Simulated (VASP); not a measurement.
Input of a VASP 6.6.1 run:

The input INCAR:

```
PREC = Accurate
ENCUT = 520
EDIFF = 1E-6
ISMEAR = 0
SIGMA = 0.1
LREAL = F
LASPH = T
NELM = 100
ALGO = Fast
ISIF = 2
LWAVE = F
LCHARG = T
GGA = PE
LELF = T
LVHAR = T
NBANDS = 24
```

KPOINTS

```
Automatic mesh
0
Gamma
  10 10 10
```

Contents of POSCAR:

```
RbAl4H5
1.0
   -4.0865151590      4.0865151590      2.6008181193
    4.0865151590     -4.0865151590      2.6008181193
    4.0865151590      4.0865151590     -2.6008181193
Rb Al H
1 4 5
Direct
    0.0000000000      0.0000000000      0.0000000000
    0.5000000000      0.5000000000      0.5000000000
    0.0000000000      0.0000000000      0.5000000000
    0.5000000000      0.0000000000      0.0000000000
    0.0000000000      0.5000000000      0.0000000000
    0.5000000000      0.7051594604      0.2051594604
    0.5000000000      0.2948405396      0.7948405396
    0.7051594604      0.5000000000      0.2051594604
    0.2948405396      0.5000000000      0.7948405396
    0.5000000000      0.5000000000      0.0000000000
```

Potentials or basis: VASP PAW PBE potentials, release 64 (Rb_sv, Al, H).

Run with:

```sh
$ cat potpaw_PBE.64/Rb_sv/POTCAR potpaw_PBE.64/Al/POTCAR potpaw_PBE.64/H/POTCAR > POTCAR
$ mpirun -np 1 vasp_std > vasp.out
```

(1) Predict the band gap on the k mesh.

(2) What does it give for the pressure?

## Answers

(1) none (metal or under the smearing width).

(2) 0.0 GPa.
